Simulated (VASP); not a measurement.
# MnCuAs: structure and properties in VASP, part 2 of 8

What structure does MnCuAs take at this level, and what are its properties? The start is a computed cell from the Materials Project.

VASP 6.6.1, plane waves and PAW; the level of theory is named at each step.

Still holding for the runs below: The k-mesh is coarse for a metal.

So far, largest spin moment in the PAW sphere (μB): step 2 (magnetic order: ferromagnetic) 3.38.

### Step 3. Magnetic order: antiferromagnetic within the cell

This step: PBEsol, spin-polarised from an antiferromagnetic start; plane waves and PAW (Mn_pv, Cu, As) (VASP 6.6.1).

Next, a pattern with opposite moments.

File INCAR:

```
SYSTEM = MnCuAs
PREC = Accurate
ENCUT = 400
EDIFF = 1E-06
NELM = 100
ISMEAR = 1
SIGMA = 0.2
LREAL = .FALSE.
ALGO = Normal
GGA = PS
NBANDS = 38
ISPIN = 2
MAGMOM = 4 -4 0.6 -0.6 0 0
LASPH = .TRUE.
LMAXMIX = 4
LORBIT = 11
LWAVE = .FALSE.
LCHARG = .FALSE.
KPAR = 8
ISIF = 2
```

File POSCAR:

```
MnCuAs
1.0
    3.6994910000      0.0000000000      0.0000000000
    0.0000000000      3.6994910000      0.0000000000
    0.0000000000      0.0000000000      6.4084220000
Mn Cu As
2 2 2
Direct
    0.0000000000      0.5000000000      0.1640200000
    0.5000000000      0.0000000000      0.8359800000
    0.0000000000      0.0000000000      0.5000000000
    0.5000000000      0.5000000000      0.5000000000
    0.0000000000      0.5000000000      0.7762460000
    0.5000000000      0.0000000000      0.2237540000
```

File KPOINTS:

```
Automatic mesh
0
Gamma
6 6 4
0 0 0
```

Potentials, in the order of the species: Mn_pv, Cu and As (PBE family, release 64).

On the command line:

```bash
mpirun -np 8 vasp_std
```

What it wrote:

```text
[banner, memory and clock lines left out]
running    8 mpi-ranks, on    1 nodes
 distrk:  each k-point on    1 cores,    8 groups
 distr:  one band on    1 cores,    1 groups

 POSCAR found type information on POSCAR MnCuAs
 POSCAR found :  3 types and       6 ions
 [... a notice as in an earlier step ...]

 [... a notice as in an earlier step ...]

 LDA part: xc-table for (Slater+PW92), standard interpolation
 POSCAR, INCAR and KPOINTS ok, starting setup
 FFT: planning ... GRIDC
 FFT: planning ... GRID_SOFT
 FFT: planning ... GRID
 WAVECAR not read
 entering main loop
       N       E                     dE             d eps       ncg     rms          rms(c)
DAV:   1     0.506282818320E+03    0.50628E+03   -0.25468E+04  8272   0.170E+03
DAV:   2     0.428649813576E+01   -0.50200E+03   -0.48552E+03  7344   0.437E+02
DAV:   3    -0.405618916450E+02   -0.44848E+02   -0.41959E+02  8628   0.149E+02
DAV:   4    -0.428144801555E+02   -0.22526E+01   -0.22279E+01 10320   0.339E+01
DAV:   5    -0.428702536001E+02   -0.55773E-01   -0.55751E-01  9256   0.541E+00    0.203E+01
DAV:   6    -0.408384063154E+02    0.20318E+01   -0.64078E+01 10098   0.132E+02    0.144E+01
DAV:   7    -0.383628783130E+02    0.24755E+01   -0.13136E+01  9222   0.634E+01    0.468E+00
DAV:   8    -0.384700270690E+02   -0.10715E+00   -0.17101E+00 11646   0.193E+01    0.410E+00
DAV:   9    -0.384232488222E+02    0.46778E-01   -0.43211E-01 11296   0.146E+01    0.190E+00
DAV:  10    -0.384023290597E+02    0.20920E-01   -0.80506E-02 10724   0.503E+00    0.716E-01
DAV:  11    -0.384024717233E+02   -0.14266E-03   -0.17098E-02 11406   0.270E+00    0.211E-01
DAV:  12    -0.384027051075E+02   -0.23338E-03   -0.28318E-03 10776   0.360E-01    0.842E-02
DAV:  13    -0.384027203458E+02   -0.15238E-04   -0.11969E-04 10828   0.133E-01    0.454E-02
DAV:  14    -0.384027198021E+02    0.54367E-06   -0.18582E-05 11816   0.105E-01    0.127E-02
DAV:  15    -0.384027215775E+02   -0.17754E-05   -0.45715E-06  7188   0.178E-02    0.664E-03
DAV:  16    -0.384027214767E+02    0.10086E-06   -0.69343E-07  4092   0.223E-02
   1 F= -.38402721E+02 E0= -.38403362E+02  d E =0.192218E-02  mag=     0.0000
```

Wall time 14 s (8 MPI ranks of AMD EPYC 9R45, shared host); peak memory 2.3 GiB; 1.8 min of CPU time.

OUTCAR, selected parts (step 3):

```text
 Found     48 irreducible k-points:

   k-points           NKPTS =     48   k-points in BZ     NKDIM =     48   number of bands    NBANDS=     38

   NELECT =      58.0000    total number of electrons

 E-fermi :   7.9336

 spin component 1
 k-point     1 :       0.0000    0.0000    0.0000
  band No.  band energies     occupation
    ...
     26       5.7163      1.00000
     27       6.5189      1.00000
     28       7.2126      1.00000
     29       7.6860      1.03543
     30       7.6860      1.03543
     31       8.1910     -0.03491
     32       8.7022     -0.00000
     33       9.1710     -0.00000
     34       9.1710     -0.00000
     35      10.0943     -0.00000
    ...

 k-point     2 :       0.1667    0.0000    0.0000
  band No.  band energies     occupation
    ...
     26       6.1190      1.00000
     27       6.1959      1.00000
     28       6.9431      1.00000
     29       7.7545      1.01055
     30       7.8359      0.86350
     31       8.3223     -0.00955
     32       8.4518     -0.00076
     33       9.4818     -0.00000
     34       9.6689     -0.00000
     35      10.5507     -0.00000
    ...

 k-point     3 :       0.0000    0.1667    0.0000
  band No.  band energies     occupation
    ...
     26       6.1190      1.00000
     27       6.1959      1.00000
     28       6.9431      1.00000
     29       7.7545      1.01055
     30       7.8359      0.86350
     31       8.3223     -0.00955
     32       8.4518     -0.00076
     33       9.4818     -0.00000
     34       9.6689     -0.00000
     35      10.5507     -0.00000
    ...

 k-point     4 :       0.3333    0.0000    0.0000
  band No.  band energies     occupation
    ...
     25       5.5284      1.00000
     26       5.8019      1.00000
     27       6.1538      1.00000
     28       6.8908      1.00000
     29       7.6416      1.02941
     30       8.4057     -0.00211
     31       8.5556     -0.00005
     32       8.8537     -0.00000
     33       9.2368     -0.00000
     34      10.6493     -0.00000
    ...

  Total       -3.4839201     -3.4838787     -4.3071177      0.0000000      0.0000000      0.0000000
  in kB      -63.6419854    -63.6412288    -78.6796222      0.0000000      0.0000000      0.0000000
  external PRESSURE =     -68.6542788 kB  Pullay stress =       0.0000000 kB

 POSITION                                       TOTAL-FORCE (eV/Angst)
 -----------------------------------------------------------------------------------
      0.00000      1.84975      1.05111         0.000000      0.000000     -0.428450
      1.84975      0.00000      5.35731         0.000000      0.000000      0.428450
      0.00000      0.00000      3.20421         0.000000      0.000000      0.000003
      1.84975      1.84975      3.20421         0.000000      0.000000     -0.000003
      0.00000      1.84975      4.97451         0.000000      0.000000     -0.057020
      1.84975      0.00000      1.43391         0.000000      0.000000      0.057020
 -----------------------------------------------------------------------------------
    total drift:                                0.000000      0.000000      0.000000

  FREE ENERGIE OF THE ION-ELECTRON SYSTEM (eV)
  ---------------------------------------------------
  free  energy   TOTEN  =       -38.4027214767 eV

  energy  without entropy=      -38.4046436523  energy(sigma->0) =      -38.40336220

 total charge
# of ion       s       p       d       tot
------------------------------------------
    1        0.244   6.207   5.075  11.526
    2        0.244   6.207   5.075  11.526
    3        0.396   0.401   9.200   9.997
    4        0.396   0.401   9.200   9.997
    5        1.204   1.536   0.070   2.810
    6        1.204   1.536   0.070   2.810
--------------------------------------------------
tot          3.689  16.288  28.690  48.666

 magnetization (x)
# of ion       s       p       d       tot
------------------------------------------
    1        0.033   0.038   3.371   3.442
    2       -0.033  -0.038  -3.371  -3.442
    3        0.000   0.000   0.000   0.000
    4       -0.000  -0.000  -0.000  -0.000
    5       -0.009   0.021  -0.004   0.008
    6        0.009  -0.021   0.004  -0.008
--------------------------------------------------
tot         -0.000   0.000   0.000   0.000

[... 7 parts as in an earlier step ...]

[... 5 further parts left out ...]
```

At this level the cell is under a tension of 6.9 GPa, so at these settings it is away from equilibrium.

Numbers from this step:

```
SCF cycles              : 16
bands                   : 38
irreducible k-points    : 48
symmetry operations     : 8
free energy (TOTEN)     : -38.40 eV
energy at zero smearing : -38.40 eV
Fermi energy            : 7.934 eV
pressure                : -6.865 GPa
```

Spin moment in the PAW sphere by atom:

```csv
atom,spin moment in the PAW sphere (μB)
Mn1,3.44
Mn2,-3.44
Cu3,0.00
Cu4,0.00
As5,0.01
As6,-0.01
```

Force by atom:

| atom | x (eV/Å) | y (eV/Å) | z (eV/Å) | size |
| --- | --- | --- | --- | --- |
| Mn1 | 0.000 | 0.000 | -0.428 | 0.428 |
| Mn2 | 0.000 | 0.000 | 0.428 | 0.428 |
| Cu3 | 0.000 | 0.000 | 0.000 | 0.000 |
| Cu4 | 0.000 | 0.000 | 0.000 | 0.000 |
| As5 | 0.000 | 0.000 | -0.057 | 0.057 |
| As6 | 0.000 | 0.000 | 0.057 | 0.057 |

The energy lies -52.8 meV an atom from the first pattern. The run ends antiferromagnetic with a largest moment of 3.44 μB, and the mesh shows no gap.

### Step 4. Magnetic order: antiferromagnetic, q = (0, 0, 1/2)

System of this step: MnCuAs. The structure is tetragonal, space group P4/nmm (No. 129). The conventional cell has a = 3.699 Å, b = 3.699 Å, c = 6.408 Å, α = 90.00°, β = 90.00°, γ = 90.00°. Nearest to Mn lie 5 As at 2.49 to 2.64 Å and 4 Cu at 2.84 Å. Nearest to Cu lie 4 As at 2.56 Å and 4 Cu at 2.62 Å and 4 Mn at 2.84 Å. Nearest to As lie 5 Mn at 2.49 to 2.64 Å and 4 Cu at 2.56 Å. Farther neighbours are not listed.

Next, a pattern with opposite moments, which needs a doubled cell; q is given in the reciprocal vectors of the primitive cell.

INCAR, as its differences from that of step 3:

```diff
@@ -10,5 +10,5 @@
 GGA = PS
-NBANDS = 38
+NBANDS = 77
 ISPIN = 2
-MAGMOM = 4 -4 0.6 -0.6 0 0
+MAGMOM = 4 -4 4 -4 0.6 -0.6 0.6 -0.6 0 0 0 0
 LASPH = .TRUE.
```

File POSCAR:

```
MnCuAs
1.0
    3.6994910000      0.0000000000      0.0000000000
    0.0000000000      3.6994910000      0.0000000000
    0.0000000000      0.0000000000     12.8168440000
Mn Cu As
4 4 4
Direct
    0.0000000000      0.5000000000      0.0820100000
    0.0000000000      0.5000000000      0.5820100000
    0.5000000000      0.0000000000      0.4179900000
    0.5000000000      0.0000000000      0.9179900000
    0.0000000000      0.0000000000      0.2500000000
    0.0000000000      0.0000000000      0.7500000000
    0.5000000000      0.5000000000      0.2500000000
    0.5000000000      0.5000000000      0.7500000000
    0.0000000000      0.5000000000      0.3881230000
    0.0000000000      0.5000000000      0.8881230000
    0.5000000000      0.0000000000      0.1118770000
    0.5000000000      0.0000000000      0.6118770000
```

File KPOINTS:

```
Automatic mesh
0
Gamma
6 6 2
0 0 0
```

On the command line:

```bash
mpirun -np 8 vasp_std
```

What it wrote:

```text
[banner, memory and clock lines left out]
running    8 mpi-ranks, on    1 nodes
 distrk:  each k-point on    1 cores,    8 groups
 distr:  one band on    1 cores,    1 groups

 POSCAR found type information on POSCAR MnCuAs
 POSCAR found :  3 types and      12 ions
 [... a notice as in an earlier step ...]

 [... a notice as in an earlier step ...]

 LDA part: xc-table for (Slater+PW92), standard interpolation
 POSCAR, INCAR and KPOINTS ok, starting setup
 FFT: planning ... GRIDC
 FFT: planning ... GRID_SOFT
 FFT: planning ... GRID
 WAVECAR not read
 entering main loop
       N       E                     dE             d eps       ncg     rms          rms(c)
DAV:   1     0.119820163504E+04    0.11982E+04   -0.47351E+04  6720   0.168E+03
DAV:   2     0.846376280965E+02   -0.11136E+04   -0.10665E+04  6170   0.478E+02
DAV:   3    -0.729207293474E+02   -0.15756E+03   -0.13958E+03  6528   0.189E+02
DAV:   4    -0.853999942326E+02   -0.12479E+02   -0.12074E+02  9368   0.572E+01
DAV:   5    -0.857082694190E+02   -0.30828E+00   -0.30725E+00  9235   0.105E+01    0.286E+01
DAV:   6    -0.814588106699E+02    0.42495E+01   -0.12172E+02  8659   0.131E+02    0.208E+01
DAV:   7    -0.763533629490E+02    0.51054E+01   -0.25142E+01  7841   0.645E+01    0.674E+00
DAV:   8    -0.767039342701E+02   -0.35057E+00   -0.36399E+00  9614   0.204E+01    0.610E+00
DAV:   9    -0.767048044682E+02   -0.87020E-03   -0.10519E+00  9616   0.188E+01    0.310E+00
DAV:  10    -0.766349511198E+02    0.69853E-01   -0.27175E-01  9432   0.828E+00    0.114E+00
DAV:  11    -0.766338087305E+02    0.11424E-02   -0.46402E-02  9472   0.350E+00    0.432E-01
DAV:  12    -0.766363134327E+02   -0.25047E-02   -0.82616E-03  9472   0.625E-01    0.231E-01
DAV:  13    -0.766376946801E+02   -0.13812E-02   -0.18213E-03  8440   0.450E-01    0.130E-01
DAV:  14    -0.766381244894E+02   -0.42981E-03   -0.47247E-04  8912   0.261E-01    0.392E-02
DAV:  15    -0.766381916219E+02   -0.67132E-04   -0.12425E-04  8680   0.631E-02    0.213E-02
DAV:  16    -0.766381958644E+02   -0.42425E-05   -0.34939E-05  8512   0.785E-02    0.119E-02
DAV:  17    -0.766381959994E+02   -0.13496E-06   -0.43454E-06  5973   0.145E-02
   1 F= -.76638196E+02 E0= -.76643465E+02  d E =0.158073E-01  mag=     0.0000
```

The job ended after 37 s (8 MPI ranks; peak memory 3.5 GiB).

Parts of OUTCAR (step 4):

```text
  LATTYP: Found a simple tetragonal cell.
 ALAT       =     3.6994910000
 C/A-ratio  =     3.4644884931

 Found     20 irreducible k-points:

   k-points           NKPTS =     20   k-points in BZ     NKDIM =     20   number of bands    NBANDS=     77

   dimension x,y,z NGX =    24 NGY =   24 NGZ =   84
   dimension x,y,z NGXF=    48 NGYF=   48 NGZF=  168

   ENCUT  =  400.0 eV  29.40 Ry    5.42 a.u.   6.03  6.03 20.90*2*pi/ulx,y,z

   NELECT =     116.0000    total number of electrons

 E-fermi :   7.9088

 spin component 1
 k-point     1 :       0.0000    0.0000    0.0000
  band No.  band energies     occupation
    ...
     54       6.7239      1.00000
     55       7.0391      1.00000
     56       7.0890      1.00000
     57       7.0890      1.00000
     58       7.4062      1.00109
     59       7.9846      0.20336
     60       7.9846      0.20336
     61       8.1815     -0.03301
     62       8.2146     -0.02634
     63       8.6030     -0.00001
    ...

 k-point     2 :       0.1667    0.0000    0.0000
  band No.  band energies     occupation
    ...
     55       6.9290      1.00000
     56       6.9687      1.00000
     57       7.0118      1.00000
     58       7.7787      0.94136
     59       7.8320      0.79979
     60       8.0117      0.12212
     61       8.3248     -0.00612
     62       8.5176     -0.00007
     63       8.7343     -0.00000
     64       8.9539     -0.00000
    ...

 k-point     3 :       0.3333    0.0000    0.0000
  band No.  band energies     occupation
    ...
     53       6.1999      1.00000
     54       6.5455      1.00000
     55       6.6917      1.00000
     56       6.7336      1.00000
     57       7.8431      0.76201
     58       8.0170      0.10823
     59       8.3945     -0.00158
     60       8.4539     -0.00040
     61       8.5273     -0.00006
     62       8.5712     -0.00001
    ...

 k-point     4 :       0.5000    0.0000    0.0000
  band No.  band energies     occupation
    ...
     52       5.8746      1.00000
     53       6.2956      1.00000
     54       6.2956      1.00000
     55       6.7781      1.00000
     56       6.7781      1.00000
     57       7.9667      0.26587
     58       7.9667      0.26587
     59       8.4568     -0.00037
     60       8.4568     -0.00037
     61       8.8712     -0.00000
    ...

  Total       -6.3395255     -6.3395255     -7.6084119      0.0000000     -0.0000000      0.0000000
  in kB      -57.9031632    -57.9031632    -69.4927586      0.0000000     -0.0000000      0.0000000
  external PRESSURE =     -61.7663617 kB  Pullay stress =       0.0000000 kB

  energy-cutoff  :      400.00
  volume of cell :      175.41
      direct lattice vectors                 reciprocal lattice vectors
     3.699491000  0.000000000  0.000000000     0.270307456  0.000000000  0.000000000
     0.000000000  3.699491000  0.000000000     0.000000000  0.270307456  0.000000000
     0.000000000  0.000000000 12.816844000     0.000000000  0.000000000  0.078022327

 POSITION                                       TOTAL-FORCE (eV/Angst)
 -----------------------------------------------------------------------------------
      0.00000      1.84975      1.05111         0.000000      0.000000     -0.428753
      0.00000      1.84975      7.45953         0.000000     -0.000000     -0.428753
      1.84975      0.00000      5.35731        -0.000000      0.000000      0.428753
      1.84975      0.00000     11.76573        -0.000000     -0.000000      0.428753
      0.00000      0.00000      3.20421        -0.000000      0.000000      0.000000
      0.00000      0.00000      9.61263        -0.000000     -0.000000      0.000000
      1.84975      1.84975      3.20421         0.000000      0.000000      0.000000
      1.84975      1.84975      9.61263         0.000000     -0.000000      0.000000
      0.00000      1.84975      4.97451         0.000000     -0.000000      0.011925
      0.00000      1.84975     11.38293         0.000000     -0.000000      0.011925
      1.84975      0.00000      1.43391         0.000000      0.000000     -0.011925
      1.84975      0.00000      7.84233        -0.000000     -0.000000     -0.011925
 -----------------------------------------------------------------------------------
    total drift:                                0.000000      0.000000      0.000000

  FREE ENERGIE OF THE ION-ELECTRON SYSTEM (eV)
  ---------------------------------------------------
  free  energy   TOTEN  =       -76.6381959994 eV

  energy  without entropy=      -76.6540033317  energy(sigma->0) =      -76.64346511

 total charge
# of ion       s       p       d       tot
------------------------------------------
    1        0.247   6.207   5.071  11.525
    2        0.247   6.207   5.071  11.525
    3        0.247   6.207   5.071  11.525
    4        0.247   6.207   5.071  11.525
    5        0.398   0.399   9.200   9.996
    6        0.398   0.399   9.200   9.996
    7        0.398   0.399   9.200   9.996
    8        0.398   0.399   9.200   9.996
    9        1.208   1.536   0.069   2.814
   10        1.208   1.536   0.069   2.814
   11        1.208   1.536   0.069   2.814
   12        1.208   1.536   0.069   2.814
--------------------------------------------------
tot          7.413  32.567  57.360  97.340

 magnetization (x)
# of ion       s       p       d       tot
------------------------------------------
    1        0.033   0.035   3.398   3.467
    2       -0.033  -0.035  -3.398  -3.467
    3        0.033   0.035   3.398   3.467
    4       -0.033  -0.035  -3.398  -3.467
    5       -0.014  -0.008   0.055   0.033
    6        0.014   0.008  -0.055  -0.033
    7       -0.014  -0.008   0.055   0.033
    8        0.014   0.008  -0.055  -0.033
    9        0.015   0.003   0.003   0.021
   10       -0.015  -0.003  -0.003  -0.021
   11        0.015   0.003   0.003   0.021
   12       -0.015  -0.003  -0.003  -0.021
--------------------------------------------------
tot          0.000   0.000   0.000   0.000

[... 2 parts as in an earlier step ...]

[... 6 further parts left out ...]
```

At this level the cell is under a tension of 6.2 GPa, so at these settings it is away from equilibrium.

Numbers from this step:

* SCF cycles: 17
* electrons: 116
* bands: 77
* irreducible k-points: 20
* symmetry operations: 16
* free energy (TOTEN): -76.6382 eV
* energy at zero smearing: -76.6435 eV
* Fermi energy: 7.909 eV
* pressure: -6.177 GPa

Spin moment in the PAW sphere by atom:

```csv
atom,spin moment in the PAW sphere (μB)
Mn1,3.47
Mn2,-3.47
Mn3,3.47
Mn4,-3.47
Cu5,0.03
Cu6,-0.03
Cu7,0.03
Cu8,-0.03
As9,0.02
As10,-0.02
As11,0.02
As12,-0.02
```

Force by atom:

```csv
atom,x (eV/Å),y (eV/Å),z (eV/Å),size
Mn1,0.000,0.000,-0.429,0.429
Mn2,0.000,0.000,-0.429,0.429
Mn3,0.000,0.000,0.429,0.429
Mn4,0.000,0.000,0.429,0.429
Cu5,0.000,0.000,0.000,0.000
Cu6,0.000,0.000,0.000,0.000
Cu7,0.000,0.000,0.000,0.000
Cu8,0.000,0.000,0.000,0.000
As9,0.000,0.000,0.012,0.012
As10,0.000,0.000,0.012,0.012
As11,0.000,0.000,-0.012,0.012
As12,0.000,0.000,-0.012,0.012
```

The energy lies -39.2 meV an atom from the first pattern. The run ends antiferromagnetic with a largest moment of 3.47 μB, and the mesh shows no gap.

[end of part 2 of 8]

[Lines on the potential files, build, host, timing and source positions are cut from VASP's logs without a mark.]

[Logs are printed without paths, hosts, clocks, repeated set-up lines and the standing remarks that a program may print on its own settings, such as how far it seeks lower states.]

[Hosts, paths, dates, database ids (printed as entryN), source tags and the programs' standing remarks are cut or masked in the printed files.]

[A measured line is paired with the nearest computed mode of its activity, which favours agreement.]
